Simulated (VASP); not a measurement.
```yaml
crystal:
  lattice:
    - [0.00000, 2.93500, 2.93500]
    - [2.93500, 0.00000, 2.93500]
    - [2.93500, 2.93500, 0.00000]
  atoms:
    - { symbol: In, position: [0.00000, 0.00000, 0.00000] }
    - { symbol: P, position: [0.25000, 0.25000, 0.25000] }
```

Method: PBE GGA, VASP's PBE PAW potentials (set 64) (plane waves; VASP 6.6.1). Numerical set-up: 400 eV cut-off, 6×6×6 Γ-centred mesh, Gaussian smearing of 0.050 eV, potentials In_d P.

Unless said otherwise, spin-orbit coupling is left out, though it shifts the bands of the heavy elements here.

Task: Predict the energy per atom (σ→0), pressure, band gap (on the k-mesh) with the smallest direct gap where there is one.

Result: 
band gap (on the k-mesh): 0.68 eV
smallest direct gap (on the k-mesh): 0.68 eV
energy per atom (σ→0): -4.187 eV/atom
pressure: 2.92 GPa

The compound is InP in the zinc blende structure. The cell was not relaxed at this level.
